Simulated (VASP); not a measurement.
Zr2Al3, 10 atoms in the cell. The structure is orthorhombic, space group Fdd2 (No. 43). The conventional cell has a = 9.581 Å, b = 13.935 Å, c = 5.565 Å, α = 90.00°, β = 90.00°, γ = 90.00°. Around Zr (site symmetry 1) lie 9 Al at 2.88 to 3.20 Å. Around Al (site symmetry 2) lie 4 Al at 2.63 to 2.68 Å and 4 Zr at 2.88 to 2.93 Å. Al (site symmetry 1) has 4 Al at 2.63 to 2.78 Å and 5 Zr at 2.89 to 2.97 Å as nearest neighbours. The cell comes from a database or a generator and needn't be the stable form of this composition.

| Quantity | Value |
| --- | --- |
| Program | VASP 6.6.1 |
| Task | relaxation of cell and atoms |
| Functional | PBEsol |
| Potentials or basis | VASP PAW PBE potentials, release 64 (Zr_sv, Al) |
| Cutoff | 600 eV |
| k mesh | 8 × 8 × 8 |
| Occupations | methfessel-paxton, width 0.1 eV |
| Spin | no spin polarisation |
| Further INCAR settings | ALGO = Normal; EDIFF = 1e-06; IBRION = 2; EDIFFG = -0.01; NSW = 90; ISIF = 3 |

Potentials or basis: VASP PAW PBE potentials, release 64 (Zr_sv, Al).

The run is started by

```bash
$ cat potpaw_PBE.64/Zr_sv/POTCAR potpaw_PBE.64/Al/POTCAR > POTCAR
$ mpirun -np 4 vasp_std > vasp.out
```

Hardware: 4 MPI ranks on Intel(R) Xeon(R) 6975P-C (Granite Rapids), with other jobs on the host.

How long does it take, and how much memory?

Wall time 25 min on 4 MPI ranks on Intel(R) Xeon(R) 6975P-C (Granite Rapids), on a shared host, peak memory 0.93 GiB a rank. Counts: scf iterations 87, k points 95, ion steps 12.
